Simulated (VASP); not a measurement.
**Sc3Te: equilibrium volume by level of theory**

It takes space group Fm-3m (No. 225, cubic). The conventional cell has a = 7.139 Å, b = 7.139 Å, c = 7.139 Å, α = 90.00°, β = 90.00°, γ = 90.00°. Sc (site symmetry -43m) has 4 Sc at 3.09 Å and 4 Te at 3.09 Å as nearest neighbours. Around Sc (site symmetry m-3m) lie 8 Sc at 3.09 Å. Te (site symmetry m-3m) is surrounded by 8 Sc at 3.09 Å.

The cell comes from a database or a generator and needn't be the stable form of this composition.

```tsv
rung	level	program and potentials	cutoff (eV)	k mesh	smearing	equilibrium volume (Å³/atom)	notes
GGA	PBE	VASP, PBE PAW files Sc_sv, Te, 600 eV	600	7 × 7 × 7	methfessel-paxton 0.2	22.78	-
GGA + dispersion	PBE+D3(BJ)	VASP, PBE PAW files Sc_sv, Te, 600 eV	600	5 × 5 × 5	fermi-dirac 0.05	21.41	-
GGA + dispersion	PBE+D3(zero damping)	VASP, PBE PAW files Sc_sv, Te, 600 eV	600	5 × 5 × 5	fermi-dirac 0.05	21.67	-
GGA + dispersion	PBE+D4	VASP, PBE PAW files Sc_sv, Te, 600 eV	600	5 × 5 × 5	fermi-dirac 0.05	21.75	-
GGA + dispersion	PBE+TS-HI	VASP, PBE PAW files Sc_sv, Te, 600 eV	600	5 × 5 × 5	fermi-dirac 0.05	21.11	-
GGA + dispersion	PBE+dDsC	VASP, PBE PAW files Sc_sv, Te, 600 eV	600	5 × 5 × 5	fermi-dirac 0.05	22.14	-
non-local van der Waals functional	PBE+rVV10	VASP, PBE PAW files Sc_sv, Te, 600 eV	600	5 × 5 × 5	fermi-dirac 0.05	22.39	-
```

Task: relaxation of cell and atoms. All rows: no spin polarisation. Smearing widths are in eV. For a metal such meshes aren't converged. Meshes differ between rows, which moves values too. Meshes are those of the run's cell of 4 atoms unless a note names another. Relaxations start from the cell shown or near it and stop with a little pressure left. Runs on faulty files, with rough fits or with known faults for this quantity aren't shown. No row holds spin-orbit coupling.

By rung: GGA 22.78; GGA + dispersion 21.11 to 22.14; non-local van der Waals functional 22.39 (Å³/atom).
